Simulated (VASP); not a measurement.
These are PBE GGA with D3 dispersion (Becke-Johnson damping), VASP's PBE PAW potentials (set 64) (plane waves; VASP) values and carry that method's errors.

VASP ran on this input.

INCAR:
```
! general
SYSTEM  = Cr
PREC    = Accurate
ENCUT   = 520
LREAL   = .False.
LASPH   = .True.

! electronic loop
EDIFF   = 1E-6
NELM    = 100
ALGO    = Normal
LMAXMIX = 4

! smearing
ISMEAR  = 1
SIGMA   = 0.1

! functional
GGA     = PE
IVDW    = 12

! spin
ISPIN   = 2
MAGMOM  = 0.9 -0.9

! ions
IBRION  = 2
NSW     = 60
ISIF    = 3
EDIFFG  = -0.01

! output
LWAVE   = .False.
LCHARG  = .False.
LORBIT  = 10
```

**KPOINTS**
```
Automatic mesh
0
G
 12 12 12
```

File POSCAR:
```
Cr
1
    2.8327716218     0.0000000000     0.0000000000
   -0.0000000000     2.8327716218    -0.0000000000
    0.0000000000    -0.0000000000     2.8327716218
Cr
2
Direct
  0.0000000000   0.0000000000   0.0000000000
  0.5000000000   0.5000000000   0.5000000000
```

POTCAR, in this order: Cr_pv (PBE.64 set). Program: vasp_std.

The resulting files:

**OSZICAR**
```
       N       E                     dE             d eps       ncg     rms          rms(c)
DAV:   1     0.230920127744E+03    0.23092E+03   -0.14411E+04  5376   0.185E+03
DAV:   2    -0.140873863133E+02   -0.24501E+03   -0.24316E+03  5688   0.503E+02
DAV:   3    -0.221111787390E+02   -0.80238E+01   -0.79890E+01  6944   0.104E+02
DAV:   4    -0.222201476725E+02   -0.10897E+00   -0.10891E+00  6504   0.122E+01
DAV:   5    -0.222226154898E+02   -0.24678E-02   -0.24678E-02  7344   0.145E+00    0.189E+01
DAV:   6    -0.190643246641E+02    0.31583E+01   -0.18271E+01  5696   0.521E+01    0.371E+00
DAV:   7    -0.190533509349E+02    0.10974E-01   -0.21053E-01  5792   0.652E+00    0.231E+00
DAV:   8    -0.190458724169E+02    0.74785E-02   -0.19591E-02  7488   0.154E+00    0.117E+00
DAV:   9    -0.190404066980E+02    0.54657E-02   -0.35918E-02  6656   0.162E+00    0.370E-01
DAV:  10    -0.190414164953E+02   -0.10098E-02   -0.31535E-03  7952   0.530E-01    0.277E-01
DAV:  11    -0.190437942951E+02   -0.23778E-02   -0.47088E-02  6928   0.141E+00    0.200E-01
DAV:  12    -0.190446331375E+02   -0.83884E-03   -0.14916E-02  6704   0.874E-01    0.105E-01
DAV:  13    -0.190448061784E+02   -0.17304E-03   -0.12531E-03  6728   0.254E-01    0.718E-02
DAV:  14    -0.190449459929E+02   -0.13981E-03   -0.39938E-03  6848   0.385E-01    0.237E-02
DAV:  15    -0.190449566602E+02   -0.10667E-04   -0.93322E-04  6840   0.194E-01    0.542E-03
DAV:  16    -0.190449583744E+02   -0.17141E-05   -0.16829E-05  5864   0.581E-02    0.580E-03
DAV:  17    -0.190449578287E+02    0.54571E-06   -0.35521E-07  2832   0.845E-03
   1 F= -.20051970E+02 E0= -.20052098E+02  d E =-.200520E+02  mag=    -0.0000
       N       E                     dE             d eps       ncg     rms          rms(c)
DAV:   1    -0.190445231230E+02    0.43525E-03   -0.43106E-02  5600   0.311E+00    0.380E-01
DAV:   2    -0.190426567775E+02    0.18663E-02   -0.12343E-02  5744   0.125E+00    0.101E-01
DAV:   3    -0.190426377949E+02    0.18983E-04   -0.13265E-04  6144   0.139E-01    0.603E-02
DAV:   4    -0.190426300142E+02    0.77807E-05   -0.92810E-06  6928   0.364E-02    0.298E-02
DAV:   5    -0.190426255640E+02    0.44503E-05   -0.32933E-05  6624   0.539E-02    0.481E-03
DAV:   6    -0.190426255668E+02   -0.28299E-08   -0.31715E-06  4544   0.134E-02
   2 F= -.20052000E+02 E0= -.20052144E+02  d E =-.298270E-04  mag=     0.0000
```

### OUTCAR
```
------------------------ aborting loop because EDIFF is reached ----------------------------------------
 Edisp (eV)   -1.00937
  FORCE on cell =-STRESS in cart. coord.  units (eV):
  Direction    XX          YY          ZZ          XY          YZ          ZX
  --------------------------------------------------------------------------------------
  Total       0.01642     0.01642     0.01642    -0.00000    -0.00000     0.00000
  in kB       1.15998     1.15998     1.15998    -0.00000    -0.00000     0.00000
  external pressure =        1.16 kB  Pullay stress =        0.00 kB
  volume of cell :       22.68
      direct lattice vectors                 reciprocal lattice vectors
     2.830643570  0.000000000 -0.000000000     0.353276552  0.000000000 -0.000000000
    -0.000000000  2.830643570  0.000000000    -0.000000000  0.353276552  0.000000000
     0.000000000 -0.000000000  2.830643570     0.000000000  0.000000000  0.353276552
 POSITION                                       TOTAL-FORCE (eV/Angst)
 -----------------------------------------------------------------------------------
      2.83064      2.83064      2.83064         0.000000      0.000000      0.000000
      1.41532      1.41532      1.41532        -0.000000     -0.000000      0.000000
 -----------------------------------------------------------------------------------
    total drift:                                0.000000      0.000000     -0.000000
  FREE ENERGIE OF THE ION-ELECTRON SYSTEM (eV)
  ---------------------------------------------------
  free  energy   TOTEN  =       -20.0519995216 eV

  energy  without entropy=      -20.0524315538  energy(sigma->0) =      -20.05214353

 total charge

# of ion       s       p       d       tot
------------------------------------------
    1        0.447   6.416   4.239  11.102
    2        0.447   6.416   4.239  11.102
--------------------------------------------------
tot          0.895  12.831   8.477  22.203

 magnetization (x)

# of ion       s       p       d       tot
------------------------------------------
    1        0.011   0.006   0.852   0.869
    2       -0.011  -0.006  -0.852  -0.869
--------------------------------------------------
tot          0.000   0.000   0.000   0.000

 reached required accuracy - stopping structural energy minimisation
```
(Selected blocks of OUTCAR.)

CONTCAR:
```
Cr
   1.00000000000000
     2.8306435695845686    0.0000000000000000   -0.0000000000000000
    -0.0000000000000000    2.8306435695845686    0.0000000000000000
     0.0000000000000000   -0.0000000000000000    2.8306435695845686
  Cr
     2
Direct
     1.0000000000000000    1.0000000000000000    1.0000000000000000
     0.5000000000000000    0.5000000000000000    0.5000000000000000
```

The compound is Cr in the bcc, AFM order structure. This run relaxes it. Symmetry was kept, so distortions that lower it aren't found. The start is the result of an earlier pass.
